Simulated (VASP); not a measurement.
Method: PBEsol GGA, VASP's PBE PAW potentials (set 64) (plane waves; VASP).

A VASP calculation is set up with these files.

File POSCAR:
```
CdMg3Te4
1.0
  0.0014963927   6.4589645463   6.4558126215
  6.4589645463   0.0014963927   6.4558126215
  3.2302304695   3.2302304695   0.0000000000
Mg Te Cd
3 4 1
Direct
  0.0004060760   0.0004060760   0.9991878479
  0.0008403129   0.4991496985   0.0000099886
  0.4991496985   0.0008403129   0.0000099886
  0.1249782526   0.1249782526   0.2500434948
  0.1216603662   0.6260999356   0.2522396981
  0.6260999356   0.1216603662   0.2522396981
  0.6271447823   0.6271447823   0.2457104353
  0.4997205757   0.4997205757   0.0005588485
```

File KPOINTS:
```
Automatic mesh
0
Gamma
3 3 6
0 0 0
```

**INCAR**
```
ALGO  =  Normal
EDIFF  =  1E-6
EDIFFG  =  -0.02
ENCUT  =  400
GGA  =  PS
IBRION  =  2
ISIF  =  3
ISMEAR  =  0
LASPH  =  .True.
LCHARG  =  .False.
LMAXMIX  =  4
LREAL  =  .False.
LWAVE  =  .False.
NELM  =  100
NSW  =  60
PREC  =  Accurate
SIGMA  =  0.05
SYSTEM  =  CdMg3Te4
```

POTCAR, in this order: Mg Te Cd (PBE.64 set). Program: vasp_std.

Unless said otherwise, spin-orbit coupling is left out, though it shifts the bands of the heavy elements here.

Problem. Predict the energy per atom (σ→0), volume per atom, band gap (on the k-mesh).

Solution. 
```
Item                               Value
------------------------  --------------
energy per atom (σ→0)     -3.268 eV/atom
band gap (on the k-mesh)         1.70 eV
volume per atom           33.54 Å^3/atom
```

OSZICAR:
```
...
       N       E                     dE             d eps       ncg     rms          rms(c)
DAV:   1    -0.261478316758E+02   -0.38052E-02   -0.74889E-02   954   0.201E+00    0.400E-01
DAV:   2    -0.261448866466E+02    0.29450E-02   -0.84193E-03   868   0.911E-01    0.132E-01
DAV:   3    -0.261445205954E+02    0.36605E-03   -0.12165E-03   968   0.198E-01    0.108E-01
DAV:   4    -0.261444633489E+02    0.57246E-04   -0.11371E-04   860   0.729E-02    0.242E-02
DAV:   5    -0.261444552340E+02    0.81150E-05   -0.48947E-05   956   0.609E-02    0.188E-02
DAV:   6    -0.261444555374E+02   -0.30339E-06   -0.40686E-06   870   0.162E-02
   2 F= -.26144456E+02 E0= -.26144456E+02  d E =-.428765E-03
```

The structure was generated: CdMg3Te4 was put into an ordered model structure (Amm2), which need not be its known phase. This run relaxes it. Symmetry was kept, so distortions that lower it aren't found. The start is the result of an earlier pass.
